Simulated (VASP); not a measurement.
Calculation: PBE GGA, VASP's PBE PAW potentials (set 64) (plane waves; VASP 6.6.1).

Input for VASP

### INCAR
```
LASPH = .True.   # aspherical one-centre terms
LREAL = .False.
LCHARG = .False.
ALGO = Normal
SYSTEM = MgB2
NSW = 30
IBRION = 2
ENCUT = 520
GGA = PE   # PBE
ISMEAR = 1
SIGMA = 0.1   # width (eV)
EDIFFG = -0.01   # ionic stop
ISIF = 4   # ions and shape, fixed volume
NELM = 100   # most electronic steps
LWAVE = .False.
PREC = Accurate
EDIFF = 1E-7   # SCF stop (eV)
```

### POSCAR
```
MgB2
1
    1.5712921391    -2.7215573150     0.0000000000
    1.5712921391     2.7215573150     0.0000000000
    0.0000000000     0.0000000000     3.5718358718
Mg B
1 2
Direct
  0.0000000000   0.0000000000   0.0000000000
  0.3333330000   0.6666670000   0.5000000000
  0.6666670000   0.3333330000   0.5000000000
```

KPOINTS:
```
Automatic mesh
0
Gamma
11 11 9
0 0 0
```

POTCAR, in this order: Mg B (PBE.64 set). Program: vasp_std.

What VASP printed:

### OSZICAR
```
       N       E                     dE             d eps       ncg     rms          rms(c)
DAV:   1     0.480283907516E+01    0.48028E+01   -0.38658E+03  1376   0.830E+02
DAV:   2    -0.164953147672E+02   -0.21298E+02   -0.19861E+02  1888   0.104E+02
DAV:   3    -0.168183737137E+02   -0.32306E+00   -0.32305E+00  1616   0.154E+01
DAV:   4    -0.168190057210E+02   -0.63201E-03   -0.63201E-03  2064   0.603E-01
DAV:   5    -0.168190059284E+02   -0.20733E-06   -0.20748E-06  1576   0.953E-03    0.496E+00
DAV:   6    -0.155071185099E+02    0.13119E+01   -0.22093E+00  1408   0.799E+00    0.241E+00
DAV:   7    -0.152813752078E+02    0.22574E+00   -0.12146E+00  1568   0.580E+00    0.752E-01
DAV:   8    -0.152816126673E+02   -0.23746E-03   -0.15937E-01  1432   0.241E+00    0.478E-01
DAV:   9    -0.152706817885E+02    0.10931E-01   -0.38683E-02  1448   0.106E+00    0.526E-02
DAV:  10    -0.152707613963E+02   -0.79608E-04   -0.75870E-04  1824   0.221E-01    0.331E-02
DAV:  11    -0.152707309642E+02    0.30432E-04   -0.24926E-04  1384   0.865E-02    0.790E-03
DAV:  12    -0.152707267605E+02    0.42037E-05   -0.17448E-05  1512   0.254E-02    0.939E-04
DAV:  13    -0.152707267877E+02   -0.27212E-07   -0.31045E-07  1752   0.446E-03
   1 F= -.15270727E+02 E0= -.15270476E+02  d E =-.152707E+02
       N       E                     dE             d eps       ncg     rms          rms(c)
DAV:   1    -0.152878079192E+02   -0.17081E-01   -0.25235E-01  1792   0.386E+00    0.320E-01
DAV:   2    -0.152818791041E+02    0.59288E-02   -0.13417E-02  1728   0.714E-01    0.122E-01
DAV:   3    -0.152810549584E+02    0.82415E-03   -0.30077E-03  1656   0.297E-01    0.327E-02
DAV:   4    -0.152810232139E+02    0.31745E-04   -0.10929E-04  1672   0.846E-02    0.299E-03
DAV:   5    -0.152810229771E+02    0.23674E-06   -0.16356E-06  1720   0.102E-02    0.120E-03
DAV:   6    -0.152810230165E+02   -0.39388E-07   -0.37858E-08  1200   0.185E-03
   2 F= -.15281023E+02 E0= -.15281115E+02  d E =-.102962E-01
       N       E                     dE             d eps       ncg     rms          rms(c)
DAV:   1    -0.152814107961E+02   -0.38782E-03   -0.61981E-03  1768   0.608E-01    0.493E-02
DAV:   2    -0.152812755690E+02    0.13523E-03   -0.30436E-04  1744   0.109E-01    0.214E-02
DAV:   3    -0.152812530402E+02    0.22529E-04   -0.92039E-05  1600   0.513E-02    0.537E-03
DAV:   4    -0.152812524985E+02    0.54168E-06   -0.39310E-06  1600   0.151E-02    0.114E-03
DAV:   5    -0.152812524382E+02    0.60283E-07   -0.27546E-07  1536   0.307E-03
   3 F= -.15281252E+02 E0= -.15281328E+02  d E =-.105257E-01
```

File OUTCAR:
```
------------------------ aborting loop because EDIFF is reached ----------------------------------------
  FORCE on cell =-STRESS in cart. coord.  units (eV):
  Direction    XX          YY          ZZ          XY          YZ          ZX
  --------------------------------------------------------------------------------------
  Total       -1.4452493     -1.4452488     -1.4345721      0.0000000      0.0000000      0.0000000
  in kB      -75.7979457    -75.7979197    -75.2379643      0.0000000      0.0000000      0.0000000
  external PRESSURE =     -75.6112766 kB  Pullay stress =       0.0000000 kB
  volume of cell :       30.55
      direct lattice vectors                 reciprocal lattice vectors
     1.559219555 -2.700647028 -0.000000000     0.320673249 -0.185140818 -0.000000000
     1.559219555  2.700647028  0.000000000     0.320673249  0.185140818 -0.000000000
     0.000000000  0.000000000  3.627361325    -0.000000000 -0.000000000  0.275682489
 POSITION                                       TOTAL-FORCE (eV/Angst)
 -----------------------------------------------------------------------------------
      0.00000     -0.00000      0.00000         0.000000     -0.000000      0.000000
      1.55922      0.90022      1.81368        -0.000000      0.000000      0.000000
      1.55922     -0.90022      1.81368         0.000000     -0.000000     -0.000000
 -----------------------------------------------------------------------------------
    total drift:                                0.000000     -0.000000      0.000000
  FREE ENERGIE OF THE ION-ELECTRON SYSTEM (eV)
  ---------------------------------------------------
  free  energy   TOTEN  =       -15.2812524382 eV

  energy  without entropy=      -15.2814802859  energy(sigma->0) =      -15.28132839

 reached required accuracy - stopping structural energy minimisation
```
(Selected blocks of OUTCAR.)

CONTCAR:
```
MgB2
   1.00000000000000
     1.5592195551286876   -2.7006470279663475   -0.0000000000000000
     1.5592195551286876    2.7006470279663475    0.0000000000000000
     0.0000000000000000    0.0000000000000000    3.6273613254840411
  Mg              B
     1     2
Direct
     0.0000000000000000    0.0000000000000000    0.0000000000000000
     0.3333330000000032    0.6666669999999968    0.5000000000000000
     0.6666669999999968    0.3333330000000032    0.5000000000000000
```

The compound is MgB2 in the AlB2 type structure. This cell is one point of a volume scan, at 1.06 of the reference volume. Symmetry was kept, so distortions that lower it aren't found.
